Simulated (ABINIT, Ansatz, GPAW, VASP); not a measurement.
**Code comparison for Fe (Im-3m, 1 atom in the cell)**

Self-consistent single point.

```yaml
crystal:
  lattice:
    - [-1.43500, 1.43500, 1.43500]
    - [1.43500, -1.43500, 1.43500]
    - [1.43500, 1.43500, -1.43500]
  atoms:
    - { symbol: Fe, position: [0.00000, 0.00000, 0.00000], spin: 2.5 }
```
(The spins are starting values, not results.)

Shared settings, as Ansatz (a quantum-chemistry and plane-wave program) writes them: kpoints.mp_grid.grid = 5 5 5; scf.occupations.method = fermi_dirac; scf.occupations.width = 0.1 eV. Potentials and cutoffs stand in the table.

| code | model | pressure (GPa) | size of the net moment (μB/atom) | cutoff |
|---|---|---|---|---|
| VASP | PBE, VASP's PBE PAW potentials (set 64) | -8.51 | 2.14 | 300 eV |
| GPAW | PBE, GPAW PAW datasets PBE (gpaw-data 1.0.1) | -7.42 | 2.09 | 800 eV |
| Ansatz | PBE, default PAW files | -8.62 | 2.10 | default |
| ABINIT | PBE, PAW (JTH v2.0 PBE PAW) | -9.76 | 2.10 | 30 Ha |

On Ansatz's run: with one magnetic atom in the cell only a parallel order is possible.

The spread over the programs that give each value: pressure within 2.34 GPa; size of the net moment within 0.05 μB/atom.

Ansatz's pressure is given at a fixed set of plane waves, as the other plane-wave codes print theirs; with its correction for the finite basis it is -8.53 GPa. In the pressure, GPAW (by 1.14) and ABINIT (by 1.19) lie more than 1 GPa from the median of the plane-wave programs.

On the base mesh (11 11 11) the same programs gave: ABINIT pressure -7.60 GPa; GPAW pressure -5.16 GPa; Ansatz pressure -6.48 GPa; VASP pressure -6.72 GPa.

The values differ from the base mesh's, so the mesh still matters here: the table compares the programs at equal settings.

VASP's run is marked for a possible Pulay error in its stress at this cutoff; no cutoff test was made.

The starting cell has typed, rounded lattice constants, without a prior relaxation at this level.

Left out of this page: Quantum ESPRESSO, Elk, FLEUR and SIESTA (not drawn, or without a comparable value).

Keys are those of Ansatz 0.2.
